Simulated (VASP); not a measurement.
The system is SrTiO3.

```
CELL_PARAMETERS angstrom
3.93988 0.00000 0.00000
0.00000 3.93988 0.00000
0.00000 0.00000 3.93988
ATOMIC_POSITIONS crystal
Sr 0.00000 0.00000 0.00000
Ti 0.50000 0.50000 0.50000
O 0.50000 0.00000 0.50000
O 0.50000 0.50000 0.00000
O 0.00000 0.50000 0.50000
```

The cell is a database's computed one.

Base run:

| Property | Result |
| --- | --- |
| Program | VASP 6.6.1 |
| Functional | PBE |
| Potentials or basis | VASP PAW PBE potentials, release 64 (Sr_sv, Ti_sv, O) |
| Cutoff | 600 eV |
| k mesh | 10 × 10 × 10 |
| Occupations | gaussian, width 0.02 eV |
| Spin | no spin polarisation |

Its results: band gap on the k mesh 1.81 eV, indirect (least direct gap 2.18 eV).

**Question.** After a change of settings the same cell gave: band gap on the k mesh 1.71 eV, indirect (least direct gap 2.08 eV). Which change was it?
A. functional from PBE to HSE06; cutoff from 600 eV to 450 eV; k mesh from 10 × 10 × 10 to 6 × 6 × 6
B. functional from PBE to LDA; potentials or basis from VASP PAW PBE potentials, release 64 (Sr_sv, Ti_sv, O) to VASP PAW LDA potentials, release 64 (Sr_sv, Ti_sv, O); cutoff from 600 eV to 450 eV
C. functional from PBE to PBE0; cutoff from 600 eV to 450 eV; k mesh from 10 × 10 × 10 to 6 × 6 × 6
D. functional from PBE to r2SCAN; cutoff from 600 eV to 450 eV

**Answer.** B.
